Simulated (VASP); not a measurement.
# Nb: single point with LDA

Nb:

```
Nb
1.0
    -1.66395    1.78875    1.66395
     1.66395   -1.78875    1.66395
     1.66395    1.78875   -1.66395
Nb
1
Cartesian
  0.0000 0.0000 0.0000
```

The cell isn't the ideal one: strain +0.0750 x Voigt [0, 1, 0, 0, 0, 0], atoms carried along.

* Program: VASP 6.6.1
* Task: single point
* Functional: LDA
* Potentials or basis: VASP PAW LDA potentials, release 64 (Nb_sv)
* Cutoff: 520 eV
* k mesh: 20 × 20 × 20
* Occupations: gaussian, width 0.15 eV
* Spin: no spin polarisation

```json
{"Pressure": "-20.9 GPa", "Band gap on the k mesh": "none (metal or under the smearing width)"}
```

Stress tensor (GPa, compression positive):
```
-18.73   0.00   0.00
  0.00 -25.22   0.00
  0.00   0.00 -18.73
```

Levels at points of the mesh, in eV from the Fermi level:
| k point | band 4 | band 5 | band 6 | band 7 | band 8 | band 9 |
| --- | --- | --- | --- | --- | --- | --- |
| (0.00, 0.00, 0.00) | -29.84 | -5.74 | 0.16 | 0.16 | 0.83 | 2.44 |
| (0.50, 0.00, 0.00) | -29.84 | -3.36 | -1.16 | 1.78 | 2.38 | 3.62 |
| (0.00, 0.50, 0.00) | -29.90 | -3.40 | -1.90 | 2.24 | 3.50 | 3.83 |
| (0.50, 0.50, 0.50) | -30.50 | -3.32 | -3.15 | 4.82 | 5.05 | 5.05 |

It took 6 min on 1 thread of Intel(R) Xeon(R) Platinum 8488C (Sapphire Rapids) (shared host), peak memory 0.25 GiB.

Caveat: so large a pressure means that the cell lies far from this level's equilibrium, or that cutoff or potentials fall short.
